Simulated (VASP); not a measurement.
Energy against volume of BaZrO3 (cubic perovskite). Calculation: optB86b-vdW, VASP's PBE PAW potentials (set 64) (plane waves; VASP). Run with 520 eV cut-off, 5×5×5 Γ-centred mesh, Gaussian smearing of 0.050 eV, potentials Ba_sv Zr_sv O.

| V (Å³/atom) | E (eV/atom) |
|---|---|
| 14.487 | -6.60180 |
| 14.935 | -6.60932 |
| 15.383 | -6.60345 |
| 15.832 | -6.58620 |

Fit these four points and predict the energy of the run at 14.039 Å³/atom.

A cubic in V^(−2/3), the third-order Birch-Murnaghan form, passes through the four points with V0 = 14.95 Å³/atom and B0 = 159 GPa, and gives -6.5785 eV/atom there. The run gave -6.5786 eV/atom, -0.1 meV/atom from the fit; all five points give B0 = 158 GPa.

The compound is BaZrO3 in the cubic perovskite structure. It was relaxed first.
